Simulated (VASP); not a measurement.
# HgTe (Coloradoite) (F-43m) in VASP: a series of runs, part 2 of 2

VASP 6.6.1. Earlier steps stand in the parts before.

### 6 Relaxation of the atoms, r2SCAN (a relaxed cell with its volume scaled by 1.06)

Input file INCAR:

```
SYSTEM = HgTe
ALGO = Normal ; EDIFF = 1E-7
EDIFFG = -0.01 ; ENCUT = 600
IBRION = 2 ; ISIF = 2
ISMEAR = 0 ; LASPH = .True.
LCHARG = .False. ; LMIXTAU = .True.
LREAL = .False. ; LWAVE = .False.
METAGGA = R2SCAN ; NELM = 80
NSW = 40 ; PREC = Accurate
SIGMA = 0.03
```

Input file KPOINTS:

```
k-points
0
Gamma
  10 10 10
  0 0 0
```

Input file POSCAR:

```
HgTe                                    
1.0
    0.0000000000      3.3528438254      3.3528438254
    3.3528438254      0.0000000000      3.3528438254
    3.3528438254      3.3528438254      0.0000000000
  Hg              Te            
     1     1
Direct
     0.0000000000000000    0.0000000000000000    0.0000000000000000
     0.2500000000000000    0.2500000000000000    0.2500000000000000
```

Potentials or basis: VASP PAW PBE potentials, release 64 (Hg, Te).

On the command line:

```bash
cat potpaw_PBE.64/Hg/POTCAR potpaw_PBE.64/Te/POTCAR > POTCAR
mpirun -np 1 vasp_std > vasp.out
```

OUTCAR:

```text
SYSTEM = HgTe
   EDIFF = 1E-7
   EDIFFG = -0.01
   ENCUT = 600
   IBRION = 2
   ISIF = 2
   ISMEAR = 0
   LASPH = .True.
   LREAL = .False.
   METAGGA = R2SCAN
   NELM = 80
   NSW = 40
   PREC = Accurate

 ion  position               nearest neighbor table
   1  0.000  0.000  0.000-   2 2.90   2 2.90   2 2.90   2 2.90
   2  0.250  0.250  0.250-   1 2.90   1 2.90   1 2.90   1 2.90

  LATTYP: Found a face centered cubic cell.
 ALAT       =     6.7056876508

  Lattice vectors:

 A1 = (   0.0000000000,   3.3528438254,   3.3528438254)
 A2 = (   3.3528438254,   0.0000000000,   3.3528438254)
 A3 = (   3.3528438254,   3.3528438254,   0.0000000000)

Analysis of symmetry for initial positions (statically):
=====================================================================
 Subroutine PRICEL returns:
 Original cell was already a primitive cell.

 Routine SETGRP: Setting up the symmetry group for a
 face centered cubic supercell.

 Subroutine GETGRP returns: Found 24 space group operations
 (whereof 24 operations were pure point group operations)
 out of a pool of 48 trial point group operations.

[... 179 lines left out ...]
      6      -4.8456      2.00000
      7       1.0678      2.00000
      8       1.7591      1.33334
      9       1.7591      1.33334
     10       1.7591      1.33334
     11       6.5213      0.00000
     12       6.5213      0.00000
     13       6.5213      0.00000
[... 354 lines left out ...]
  band No.  band energies     occupation
      1      -9.3927      2.00000
      2      -5.1226      2.00000
      3      -5.0832      2.00000
      4      -5.0363      2.00000
      5      -4.8086      2.00000
      6      -4.7466      2.00000
      7      -2.4804      2.00000
      8       0.0645      2.00000
      9       0.2229      2.00000
     10       3.9795      0.00000
     11       5.2210      0.00000
     12       8.5355      0.00000
     13       9.2281      0.00000

 [... further k-points ...]

------------------------ aborting loop because EDIFF is reached ----------------------------------------

  FORCE on cell =-STRESS in cart. coord.  units (eV):
  Direction    XX          YY          ZZ          XY          YZ          ZX
  --------------------------------------------------------------------------------------
  -------------------------------------------------------------------------------------
  Total       -0.9416844     -0.9416844     -0.9416844     -0.0000000     -0.0000000      0.0000000
  in kB      -20.0145581    -20.0145581    -20.0145581     -0.0000000     -0.0000000      0.0000000
  external PRESSURE =     -20.0145581 kB  Pullay stress =       0.0000000 kB

 VOLUME and BASIS-vectors are now :
 -----------------------------------------------------------------------------
  energy-cutoff  :      600.00
  volume of cell :       75.38
      direct lattice vectors                 reciprocal lattice vectors
     0.000000000  3.352843825  3.352843825    -0.149127137  0.149127137  0.149127137
     3.352843825  0.000000000  3.352843825     0.149127137 -0.149127137  0.149127137
     3.352843825  3.352843825  0.000000000     0.149127137  0.149127137 -0.149127137

 POSITION                                       TOTAL-FORCE (eV/Angst)
 -----------------------------------------------------------------------------------
      0.00000      0.00000      0.00000         0.000000     -0.000000     -0.000000
      1.67642      1.67642      1.67642        -0.000000      0.000000      0.000000
 -----------------------------------------------------------------------------------
    total drift:                               -0.000000     -0.000000     -0.000000

  FREE ENERGIE OF THE ION-ELECTRON SYSTEM (eV)
  ---------------------------------------------------
  free  energy   TOTEN  =       -75.1365580592 eV

  energy  without entropy=      -75.1365117777  energy(sigma->0) =      -75.13653492

 reached required accuracy - stopping structural energy minimisation
```

CONTCAR:

```text
HgTe
   1.00000000000000
     0.0000000000000000    3.3528438253999999    3.3528438253999999
     3.3528438253999999    0.0000000000000000    3.3528438253999999
     3.3528438253999999    3.3528438253999999    0.0000000000000000
  Hg              Te
     1     1
Direct
     0.0000000000000000    0.0000000000000000    0.0000000000000000
     0.2500000000000000    0.2500000000000000    0.2500000000000000

  0.00000000E+00  0.00000000E+00  0.00000000E+00
  0.00000000E+00  0.00000000E+00  0.00000000E+00
```

It took 5.5 min on 1 thread of Intel Xeon Platinum 8488C (Sapphire Rapids), shared host; peak memory 0.29 GiB.

What came out:

```yaml
Free_energy: -75.1366 eV
Pressure_after_relaxing: -2.0 GPa
Band_gap_on_the_k_mesh: none (metal or under the smearing width)
```

Final structure:
```
Hg Te
1.0
     0.00000    3.35284    3.35284
     3.35284    0.00000    3.35284
     3.35284    3.35284    0.00000
Hg Te
1 1
Direct
  0.00000 0.00000 0.00000
  0.25000 0.25000 0.25000
```

Caveat: the relaxation stopped at its first step, so nothing moved; the PAW data sets were made with another functional, which shifts forces and pressure a little.

### 7 The runs side by side

```csv
cell,gap on the mesh (eV),pressure (GPa)
atoms relaxed from: a relaxed cell with its volume scaled by 0.98,none,0.9
atoms relaxed,none,0.0
atoms relaxed from: a relaxed cell with its volume scaled by 1.02,none,-0.7
atoms relaxed from: a relaxed cell with its volume scaled by 1.04,none,-1.4
atoms relaxed from: a relaxed cell with its volume scaled by 1.06,none,-2.0
```

Alike in all rows: task relaxation of the atoms; level r2SCAN; potentials or basis VASP PAW PBE potentials, release 64 (Hg, Te); no spin polarisation; k mesh 10 × 10 × 10; cutoff (eV) 600; smearing gaussian 0.03 eV.

Caveats: the relaxation stopped at its first step, so nothing moved; the PAW data sets were made with another functional, which shifts forces and pressure a little.

Total energies depend on the potentials used, so only differences within one code and one set of settings carry meaning.
